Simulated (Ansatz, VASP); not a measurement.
# Tl (Thallium) in two plane-wave programs

Aim: how closely do two programs agree when they are given the same cell, functional and k mesh? The cell is taken from a series of runs on this material, whose earlier steps may have relaxed, scaled, displaced or heated it; both programs get it as it stands.

Program: Ansatz 0.2.0. Level of theory: plane waves, with VASP 6.6.1 beside it; single point at r2SCAN. Results are calculated unless marked as measured.

**1. Set-up**

It takes space group P6_3/mmc (No. 194, hexagonal). The conventional cell has a = 3.456 Å, b = 3.456 Å, c = 5.525 Å, α = 90.00°, β = 90.00°, γ = 120.00°. Tl has 12 Tl at 3.41 to 3.46 Å nearest.

**2. Ansatz: single point, r2SCAN**

Ansatz runs on its default PAW (the set named soft_2) files.

A single point gives forces, pressure and levels at one fixed geometry, so differences don't come from the geometry; what else differs is listed under the comparison.

Contents of input.yaml:

```yaml
crystal:
  lattice:
    - [3.456, 0.0, 0.0]
    - [-1.728, 2.9929837955, 0.0]
    - [0.0, 0.0, 5.525]
  atoms:
    - { symbol: Tl, position: [0.6666666667, 0.3333333333, 0.75] }
    - { symbol: Tl, position: [0.3333333333, 0.6666666667, 0.25] }
kpoints:
  mp_grid: { grid: [8, 8, 5] }
  band_path:
    path:
      - [[0.0, 0.0, 0.0], [0.5, 0.0, 0.0], [0.33333333, 0.33333333, 0.0], [0.0, 0.0, 0.0], [0.0, 0.0, 0.5], [0.5, 0.0, 0.5], [0.33333333, 0.33333333, 0.5], [0.0, 0.0, 0.5]]
      - [[0.5, 0.0, 0.5], [0.5, 0.0, 0.0]]
      - [[0.33333333, 0.33333333, 0.0], [0.33333333, 0.33333333, 0.5]]
    npoints: 5
scf:
  occupations: { method: fermi_dirac, width: 0.05 }
  n_extra_bands: 6
hamiltonian:
  xc: r2scan
  pseudopotentials: { kind: paw }
output:
  forces: true
  stress: true
  populations: true
  write_bands: true
```

Command:

```console
$ ansatz run input.yaml --threads 4 --pin off --max-ram 8192MiB --backend cpu --events-out ev --progress --plain --runs-dir out
```

Numbers of over 12 decimals in the logs are rounded to 6 here.

The program printed:

```text
scf.n_extra_bands = 6 over 13 filled bands (N_el = 26.0): the run solves 19 bands
Engine: ansatz 0.2.0, x86_64-unknown-linux-gnu
Pseudopotentials: kind: paw
Pseudopotential: Tl, paw, valence charge 13, recommended cutoff 500 eV (meta_gga), Tl.paw.azcp
Functional definition: r2SCAN
  parameter k0 = 0.174
  parameter k1 = 0.065
  parameter a1 = 4.9479
  exchange = r2scan_x(k0 = k0, k1 = k1, a1 = a1)
  correlation = r2scan_c
Crystal: 2 atoms, lattice volume = 57.149 Å³
Basis set: ecut = 500 eV, 1461 PW (Γ), exchange–correlation on 108×108×180 points (64 copies of the dense FFT grid, shifted against one another)
Bands: 19, of which v1, the nominal top of the filled ones, is band 13 counted from 1 (12 counted from 0)
Symmetry: 24 space group operations
Space group: P63/mmc (ITA 194), of the structure as read, at distance tolerance 3.9e-5 Å
k-points: 30 of 320
Non-local potential: Tl, projectors of the file, l = 0: 2, l = 1: 2, l = 2: 2, l = 3: 1
PAW form: soft (Blöchl's): semilocal exchange-correlation on the pseudo side does not see the compensation charge
PAW frozen core: Tl, regenerated for the run's functional (the file was generated under x = pbe(κ = 0.804, μ = 0.219515), c = pbe(β = 0.066725))
PAW one-centre angular grid: Tl, 590 points (default); XC on 160 Gauss nodes
Initial density: superposition of atomic densities (neutral atoms: chi_scale 0, normalization atom), corrected by the library's trained network
Initial wavefunctions: pseudopotential atomic-orbital guess
Functional: x = r2scan, c = r2scan; τ floored in thin density (d = 2e-4 eV/Å³)
SCF iter   1: F=—  HF=-22917.135814 eV  |F-HF|=—  |Δ(HF+E_count)|=         —  Δρ=8.23e-3  dr2=3.57e-2  dr2_τ=1.23e-2  ethr=1.77e-3  ⟨swp⟩=6.3  Hψ=3063  notcnv=0
preconditioner: auto → Kerker (q_TF=auto, 2.393 Å⁻¹)  [metal: Δε(μ)=0.074 eV  Ē_g=16.144 eV  σ=0.050 eV  W_gap=0.35  n_scr=22 (ndim 8)  ℏωp=25.0 eV  f_vac=0.000  D(μ)=1.12/eV (n_scr^D=2)]
SCF iter   2: F=—  HF=-22917.129083 eV  |F-HF|=—  |Δ(HF+E_count)|=   6.73e-3  Δρ=3.49e-3  dr2=7.87e-3  dr2_τ=5.13e-4  ethr=1.37e-4  ⟨swp⟩=3.0  Hψ=1345  notcnv=0  defer=30
SCF iter   3: F=—  HF=-22917.127760 eV  |F-HF|=—  |Δ(HF+E_count)|=   1.32e-3  Δρ=8.07e-4  dr2=5.38e-4  dr2_τ=8.58e-6  ethr=3.03e-5  ⟨swp⟩=2.0  Hψ=1070  notcnv=0  defer=30
SCF iter   4: F=—  HF=-22917.128093 eV  |F-HF|=—  |Δ(HF+E_count)|=   3.33e-4  Δρ=2.18e-4  dr2=4.21e-5  dr2_τ=1.26e-6  ethr=2.07e-6  ⟨swp⟩=2.9  Hψ=957  notcnv=0  defer=30
SCF iter   5: F=—  HF=-22917.128126 eV  |F-HF|=—  |Δ(HF+E_count)|=   3.30e-5  Δρ=4.77e-5  dr2=1.26e-6  dr2_τ=3.82e-8  ethr=1.62e-7  ⟨swp⟩=2.0  Hψ=926  notcnv=0  defer=30
SCF iter   6: F=—  HF=-22917.128128 eV  |F-HF|=—  |Δ(HF+E_count)|=   2.06e-6  Δρ=2.25e-5  dr2=2.85e-7  dr2_τ=9.63e-9  ethr=3.85e-10  ⟨swp⟩=8.5  Hψ=2937  notcnv=0
SCF iter   7: F=-22917.128128 eV  HF=-22917.128128 eV  |F-HF|=2.92e-8  |Δ(HF+E_count)|=   2.90e-7  Δρ=7.32e-6  dr2=4.17e-8  dr2_τ=9.58e-10  ethr=3.85e-10  ⟨swp⟩=5.1  Hψ=2443  notcnv=0
SCF 1 converged in 7 iterations: F = -22917.128128 eV  dr2 = 4.17e-8
  greatest PAW one-centre occupation: 0.960 electrons in one spin orbital (limit 2), on the Tl atom at site 1 (counted from 0), in its partial waves of l = 2
NSCF: frozen V_eff on 48 k-points
SCF converged after 7 iterations
Free energy (F): -22917.128128 eV
Harris-Foulkes:  -22917.128128 eV  (|F-HF|=2.92e-8)
Internal energy: -22917.119343 eV  (E = F + TS)
E sigma→0 (E₀):  -22917.123736 eV
Entropy (-TS):   -0.008785 eV (-4.392 meV/atom)
Fermi energy:    10.460073 eV
--- Per-component energies (eV) ---
  E_band       = 2.506474
  E_kinetic    = 669.424743
  E_local      = -1754.041085  (includes V_loc(G=0)·N_el)
  E_nonlocal   = 634.603937
  E_hartree    = 650.539872
  E_xc         = -437.740793
  E_vxc        = -314.074711  (∫ρ·V_xc dr)
  E_paw        = -20383.175409  (= ΣΔE_a)
  E_vpaw       = -558.595588  (= ΣTr[D̂ρ^β])
  E_aug_tail   = 0.000034  (compensation charges beyond the density's cutoff)
  E_vtau       = 24.105569  (kinetic-family band-sum trace: ∫τ·v_τ [+ j·A + Jᵃ·Aᵃ] dr)
  E_ewald      = -2298.810164
  E_core_change = 2.079522  (= ΣΔE_core)
  E_smearing   = -0.008785  (= −TS)
  E_closure    = 0.000000  (closes the sum)
  Σ components = -22917.128128   (vs F -22917.128128, Δ=0.00e0)
--- Forces (eV/Å), atoms counted from 1 ---
  atom   1  Tl     0.00000000    -0.00000000     0.00000000
  atom   2  Tl     0.00000000     0.00000000     0.00000000
  max |Σ_I F_I| component: 4.63e-18 eV/Å
--- Stress (GPa, compression-positive) ---
        1.699083       0.000000       0.000000
        0.000000       1.699083       0.000000
        0.000000       0.000000       3.062308
  P = ⅓ Tr σ = 2.1535 GPa (21.535 kbar)
--- Band table (eV; the first three rows and the last of 30) ---
  k-point 0: bands = [... 9 lower, -1.2999, -0.0652, 5.0385, 7.4844, 18.6054, 18.6054, 20.7648, 20.7648, ... 2 higher]
  k-point 1: bands = [... 9 lower, -1.3164, 0.1654, 3.7262, 9.2485, 18.7853, 18.7853, 19.2631, 20.5451, ... 2 higher]
  k-point 2: bands = [... 9 lower, -1.3724, 0.8821, 2.0944, 12.2275, 15.6460, 19.2859, 19.2859, 19.9640, ... 2 higher]
  k-point 29: bands = [... 9 lower, -1.2701, 5.6750, 6.0517, 8.9767, 9.4985, 11.0127, 12.0593, 17.2643, ... 2 higher]
--- Löwdin populations: 2 sites ---
  site symbol       q [e]
     0     Tl     12.9813
     1     Tl     12.9813
  spilling = 0.001435 (of n_electrons = 26.000000)
```

In the SCF lines HF is the Harris–Foulkes energy and dr2 the Hartree energy of the density residual, in eV; the loop may stop once dr2 is under the threshold and the program's other checks hold. Hψ counts applications of the Hamiltonian.

**3. VASP: single point, r2SCAN**

The same cell, functional, mesh and smearing now go to VASP, with its own data sets and cutoff.

Lines of VASP's logs that name or quote its potential files are left out, and so is its time.

Contents of INCAR:

```
SYSTEM = Tl
PREC = Accurate
ENCUT = 400
EDIFF = 1E-06
NELM = 100
ISMEAR = -1
SIGMA = 0.05
LREAL = .FALSE.
ALGO = Normal
METAGGA = R2SCAN
LASPH = .TRUE.
NBANDS = 19
LORBIT = 11
LWAVE = .FALSE.
LCHARG = .FALSE.
KPAR = 2
ISIF = 2
```

Contents of POSCAR:

```
Tl
1.0
    3.4560000000      0.0000000000      0.0000000000
   -1.7280000000      2.9929837955      0.0000000000
    0.0000000000      0.0000000000      5.5250000000
Tl
2
Direct
    0.6666666667      0.3333333333      0.7500000000
    0.3333333333      0.6666666667      0.2500000000
```

Contents of KPOINTS:

```
Automatic mesh
0
Gamma
8 8 5
0 0 0
```

The projector-augmented-wave data sets are Tl_d (PBE family, release 64).

Command:

```console
$ mpirun -np 2 vasp_std
```

The program printed:

```text
[banner, memory and clock lines left out]
running    2 mpi-ranks, on    1 nodes
 distrk:  each k-point on    1 cores,    2 groups
 distr:  one band on    1 cores,    1 groups

 POSCAR found type information on POSCAR Tl
 POSCAR found :  1 types and       2 ions
|                                                                             |
|               ----> ADVICE to this user running VASP <----                  |
|                                                                             |
|     You enforced a specific xc type in the INCAR file but a different       |
|     [... a line on the potential file left out ...]
|     I HOPE YOU KNOW WHAT YOU ARE DOING!                                     |
|                                                                             |

 LDA part: xc-table for (None), standard interpolation
 POSCAR, INCAR and KPOINTS ok, starting setup
 FFT: planning ... GRIDC
 FFT: planning ... GRID_SOFT
 FFT: planning ... GRID
 WAVECAR not read
 entering main loop
       N       E                     dE             d eps       ncg     rms          rms(c)
DAV:   1     0.743876314565E+01    0.74388E+01   -0.12716E+04  1164   0.108E+03
DAV:   2    -0.111622561830E+03   -0.11906E+03   -0.11708E+03  1231   0.256E+02
DAV:   3    -0.113854670244E+03   -0.22321E+01   -0.22089E+01  1357   0.316E+01
DAV:   4    -0.113870049528E+03   -0.15379E-01   -0.15377E-01  1228   0.281E+00
DAV:   5    -0.113870285839E+03   -0.23631E-03   -0.23631E-03  1274   0.343E-01    0.295E+00
DAV:   6    -0.106321619579E+03    0.75487E+01   -0.26803E+00  1183   0.148E+01    0.361E+00
DAV:   7    -0.106314037654E+03    0.75819E-02   -0.25659E-02  1212   0.123E+00    0.267E+00
DAV:   8    -0.106311982126E+03    0.20555E-02   -0.59114E-02  1192   0.187E+00    0.488E-01
DAV:   9    -0.106310102054E+03    0.18801E-02   -0.49779E-03  1200   0.562E-01    0.632E-02
DAV:  10    -0.106310111448E+03   -0.93940E-05   -0.12937E-03  1209   0.290E-01    0.577E-02
DAV:  11    -0.106310103766E+03    0.76826E-05   -0.30192E-05  1238   0.343E-02    0.423E-02
DAV:  12    -0.106310081371E+03    0.22395E-04   -0.12258E-04  1205   0.890E-02    0.619E-03
DAV:  13    -0.106310082161E+03   -0.79025E-06   -0.20911E-06  1054   0.105E-02
   1 F= -.10631008E+03 E0= -.10630571E+03  d E =-.874403E-02
```

OUTCAR, selected parts (step 3):

```text
ion  position               nearest neighbor table
   1  0.667  0.333  0.750-   2 3.41   2 3.41   2 3.41   2 3.41   2 3.41   2 3.41
   2  0.333  0.667  0.250-   1 3.41   1 3.41   1 3.41   1 3.41   1 3.41   1 3.41

  LATTYP: Found a hexagonal cell.
 ALAT       =     3.4560000000
 C/A-ratio  =     1.5986689815

 Subroutine GETGRP returns: Found 24 space group operations
 (whereof 12 operations were pure point group operations)

The static configuration has the point symmetry D_3d.
 The point group associated with its full space group is D_6h.

 Found     30 irreducible k-points:

   k-points           NKPTS =     30   k-points in BZ     NKDIM =     30   number of bands    NBANDS=     19

   dimension x,y,z NGX =    24 NGY =   24 NGZ =   36
   dimension x,y,z NGXF=    48 NGYF=   48 NGZF=   72

   ENCUT  =  400.0 eV  29.40 Ry    5.42 a.u.   5.64  5.64  9.01*2*pi/ulx,y,z

   NELECT =      26.0000    total number of electrons

 k-points in reciprocal lattice and weights: Automatic mesh
   0.00000000  0.00000000  0.00000000       0.003
   0.12500000  0.00000000  0.00000000       0.019
   0.25000000  0.00000000  0.00000000       0.019
   0.37500000  0.00000000  0.00000000       0.019
   0.50000000  0.00000000  0.00000000       0.009
   0.12500000  0.12500000  0.00000000       0.019
   0.25000000  0.12500000  0.00000000       0.038
   0.37500000  0.12500000  0.00000000       0.038
   0.25000000  0.25000000  0.00000000       0.019
[...]
0.25000000  0.25000000  0.40000000       0.038
   0.37500000  0.25000000  0.40000000       0.038

 average (electrostatic) potential at core
       1 -89.1176       2 -89.1176

 E-fermi :   6.6235

 k-point     1 :       0.0000    0.0000    0.0000
  band No.  band energies     occupation
    ...
      9      -5.0975      2.00000
     10      -5.0975      2.00000
     11      -3.9071      2.00000
     12       1.1936      2.00000
     13       3.6499      2.00000
     14      14.7763      0.00000
     15      14.7763      0.00000
     16      16.9335      0.00000
     17      16.9335      0.00000
     18      17.5040      0.00000
    ...

 k-point     2 :       0.1250    0.0000    0.0000
  band No.  band energies     occupation
    ...
      9      -5.1592      2.00000
     10      -5.0854      2.00000
     11      -3.5975      2.00000
     12       1.3883      2.00000
     13       4.0424      2.00000
     14      12.0758      0.00000
     15      13.6279      0.00000
     16      15.1782      0.00000
     17      17.3450      0.00000
     18      17.3886      0.00000
    ...

 k-point     3 :       0.2500    0.0000    0.0000
  band No.  band energies     occupation
    ...
      9      -5.2769      2.00000
     10      -5.0639      2.00000
     11      -2.6456      2.00000
     12       1.9731      2.00000
     13       5.1388      2.00000
     14       8.4496      0.00000
     15      12.0593      0.00000
     16      12.2271      0.00000
     17      14.8672      0.00000
     18      16.0622      0.00000
    ...

  Total        0.5936342      0.5936342      1.0756937      0.0000000      0.0000000      0.0000000
  in kB       16.6425213     16.6425213     30.1570466      0.0000000      0.0000000      0.0000000
  external PRESSURE =      21.1473630 kB  Pullay stress =       0.0000000 kB

  energy-cutoff  :      400.00
  volume of cell :       57.15
      direct lattice vectors                 reciprocal lattice vectors
     3.456000000  0.000000000  0.000000000     0.289351852  0.167057370  0.000000000
    -1.728000000  2.992983795  0.000000000     0.000000000  0.334114739  0.000000000
     0.000000000  0.000000000  5.525000000     0.000000000  0.000000000  0.180995475

 POSITION                                       TOTAL-FORCE (eV/Angst)
 -----------------------------------------------------------------------------------
      1.72800      0.99766      4.14375        -0.000000     -0.000000      0.000000
     -0.00000      1.99532      1.38125         0.000000      0.000000      0.000000
 -----------------------------------------------------------------------------------
    total drift:                               -0.000000      0.000000     -0.000000

  FREE ENERGIE OF THE ION-ELECTRON SYSTEM (eV)
  ---------------------------------------------------
  free  energy   TOTEN  =      -106.3100821608 eV

  energy  without entropy=     -106.3013381324  energy(sigma->0) =     -106.30571015

 total charge
# of ion       s       p       d       tot
------------------------------------------
    1        1.193   0.400   9.624  11.218
    2        1.193   0.400   9.624  11.218
--------------------------------------------------
tot          2.387   0.800  19.249  22.435

[... 3 further parts left out ...]
```

The run ends at a pressure of 2.11 GPa.

**4. Side by side**

Known differences besides the potentials themselves: VASP keeps PBE cores, Ansatz makes them for the functional; the cutoff is 500 eV in Ansatz and 400 eV in VASP. Total energies have different zeros and are not compared.

The two programs side by side:

```
      quantity  Ansatz  VASP  difference
pressure (GPa)    2.15  2.11       +0.04
```

**5. What came out**

| Property | Result |
| --- | --- |
| difference in pressure (single point, r2SCAN) | 0.039 GPa |

In words: The difference in pressure is 0.039 GPa (single point, r2SCAN), within the 1 GPa picked in this series as the mark of a large difference. How closely two codes agree says nothing of how well the functional describes the real material.

[Lines on the potential files, build, host, timing and source positions are cut from VASP's logs without a mark.]

[Logs are printed without paths, hosts, clocks, repeated set-up lines and the standing remarks that a program may print on its own settings, such as how far it seeks lower states.]

[Hosts, paths, dates, database ids (printed as entryN), source tags and the programs' standing remarks are cut or masked in the printed files.]
